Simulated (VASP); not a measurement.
## Mg6SnMo: relaxation of the atoms with AM05

The system is Mg6SnMo.

```
Sn Mo Mg
1.0
     4.95636    0.00000    0.00000
     0.00000    3.13079    5.32723
     0.00000   -3.13079    5.32723
Sn Mo Mg
1 1 6
Direct
  0.00096 0.82390 0.82413
  0.49956 0.66850 0.66742
  0.49837 0.16489 0.16641
  0.49957 0.66128 0.17492
  0.50073 0.17440 0.66435
  0.99786 0.33380 0.33215
  0.99988 0.82603 0.34145
  0.00000 0.34927 0.82247
```

The cell comes from a database or a generator and needn't be the stable form of this composition.

The cell isn't the ideal one: atoms moved at random, drawn with an rms of 0.02 Å.

```json
{"Program": "VASP 6.6.1", "Task": "relaxation of the atoms", "Functional": "AM05", "Potentials or basis": "VASP PAW PBE potentials, release 64 (Sn, Mo, Mg)", "Cutoff": "500 eV", "k mesh": "6 × 5 × 5", "Occupations": "gaussian, width 0.05 eV", "Spin": "no spin polarisation", "Further INCAR settings": "ALGO = Fast; EDIFF = 1e-07; IBRION = 2; EDIFFG = -0.02; NSW = 60"}
```

* Energy gained by relaxing: 0.7 meV/atom
* Ionic steps: 6
* Pressure after relaxing: -1.7 GPa
* Largest force after relaxing: 0.017 eV/Å
* Band gap on the k mesh: none (metal or under the smearing width)

Forces on the atoms (eV/Å):
```
Sn  -0.004 -0.009 -0.011
Mo  -0.006 -0.005  0.001
Mg   0.003  0.007  0.016
Mg   0.001  0.001  0.007
Mg   0.000  0.017 -0.002
Mg   0.003  0.008 -0.009
Mg   0.003 -0.009  0.000
Mg   0.000 -0.009 -0.001
```

Stress tensor (GPa, compression positive):
```
-1.70  0.00  0.00
 0.00 -1.99  0.03
 0.00  0.03 -1.37
```

Step by step:
| step | energy change (eV) | largest force (eV/Å) | pressure (GPa) |
| --- | --- | --- | --- |
| 1 | 0.0000 | 0.1541 | -1.77 |
| 2 | -0.0028 | 0.1006 | -1.74 |
| 3 | -0.0050 | 0.0487 | -1.67 |
| 4 | -0.0050 | 0.0471 | -1.68 |
| 5 | -0.0053 | 0.0337 | -1.68 |
| 6 | -0.0056 | 0.0174 | -1.69 |

Final structure:
```yaml
crystal:
  lattice:
    - [4.95636, 0.00000, 0.00000]
    - [0.00000, 3.13079, 5.32723]
    - [0.00000, -3.13079, 5.32723]
  atoms:
    - { symbol: Sn, position: [0.00002, 0.82317, 0.82101] }
    - { symbol: Mo, position: [0.50005, 0.67002, 0.66831] }
    - { symbol: Mg, position: [0.49935, 0.16543, 0.16534] }
    - { symbol: Mg, position: [0.49948, 0.66513, 0.17271] }
    - { symbol: Mg, position: [0.49965, 0.17297, 0.66593] }
    - { symbol: Mg, position: [0.99922, 0.33265, 0.33245] }
    - { symbol: Mg, position: [0.99943, 0.82412, 0.34557] }
    - { symbol: Mg, position: [0.99972, 0.34857, 0.82198] }
```

Levels at points of the mesh, in eV from the Fermi level:
| k point | band 9 | band 10 | band 11 | band 12 | band 13 | band 14 |
| --- | --- | --- | --- | --- | --- | --- |
| (0.00, 0.00, 0.00) | -1.08 | -0.85 | -0.59 | 0.37 | 0.44 | 1.49 |
| (0.50, 0.00, 0.00) | -1.28 | -1.14 | -0.75 | -0.36 | -0.36 | -0.27 |

Wall time 11 min on 1 thread of Intel(R) Xeon(R) Platinum 8259CL CPU @ 2.50GHz (Skylake/Cascade Lake), on a shared host, peak memory 0.46 GiB.

Caveat: the PAW data sets were made with another functional, which shifts forces and pressure a little.
